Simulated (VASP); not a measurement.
```xyz
4
Lattice="4.0094 0.0000 0.0000 -2.0047 3.4722 0.0000 0.0000 0.0000 6.5866" Properties=species:S:1:pos:R:3 pbc="T T T"
Al     0.0000     2.3148     0.0012
Al     2.0047     1.1574     3.2945
As     0.0000     2.3148     2.4688
As     2.0047     1.1574     5.7621
```

Method: PBEsol GGA, VASP's PBE PAW potentials (set 64) (plane waves; VASP 6.6.1). Settings: 400 eV cut-off, 9×9×5 Γ-centred mesh, tetrahedra with Blöchl corrections, potentials Al As.

Problem. What does the run give for the energy per atom (σ→0)?

Solution. 
The energy per atom (σ→0) comes out as -5.028 eV/atom.

The structure was generated: AlAs was put into the wurtzite type (P6_3mc), which need not be its known phase. It was relaxed first, which changed the volume by +8 %.
